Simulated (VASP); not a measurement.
Runs of VASP 6.6.1 on Na. Symmetry: Im-3m, No. 229, cubic system. Conventional cell: a = 4.230 Å, b = 4.230 Å, c = 4.230 Å, α = 90.00°, β = 90.00°, γ = 90.00°. Na (site symmetry m-3m) is surrounded by 8 Na at 3.66 Å. The cell was built by a generator and needn't be a form met in nature.

```tsv
level	potentials or basis	gap on the mesh (eV)	pressure (GPa)
PBEsol	VASP PAW PBE potentials, release 64 (Na_pv)	none	-0.3
LDA	VASP PAW LDA potentials, release 64 (Na_pv)	none	(a)
PBE	VASP PAW PBE potentials, release 64 (Na_pv)	none	-0.2
r2SCAN	VASP PAW PBE potentials, release 64 (Na_pv)	none	0.1
```

Alike in all rows: task single point; no spin polarisation; cell as given; k mesh 22 × 22 × 22; cutoff (eV) 520; smearing methfessel-paxton 0.1 eV.

Problem. Estimate the missing entries.

Solution. (a) -0.9.

Caveats: the PAW data sets were made with another functional, which shifts forces and pressure a little (some runs).

A gap of «none» marks a metal or a gap under the smearing width.
